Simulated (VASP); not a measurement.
Consider the following.

```
ZrS2
1.0
    1.83000    -3.16965     0.00000
    1.83000     3.16965     0.00000
    0.00000     0.00000     5.82000
Zr S
1 2
Direct
  0.00000   0.00000   0.00000
  0.33333   0.66667   0.25000
  0.66667   0.33333   0.75000
```

These are PBE GGA, VASP's PBE PAW potentials (set 64) (plane waves; VASP 6.6.1) values and carry that method's errors. Numerical set-up: 400 eV cut-off, 6×6×4 Γ-centred mesh, Gaussian smearing of 0.050 eV, potentials Zr_sv S.

Question: Give the stress tensor in GPa (positive for a compressed cell).

Answer: 
```
1.38  0.00  0.00
0.00  1.38  0.00
0.00  0.00  1.70
```
The pressure is its mean diagonal, 1.49 GPa.

The compound is ZrS2 in the 1T layered structure. The cell was not relaxed at this level.
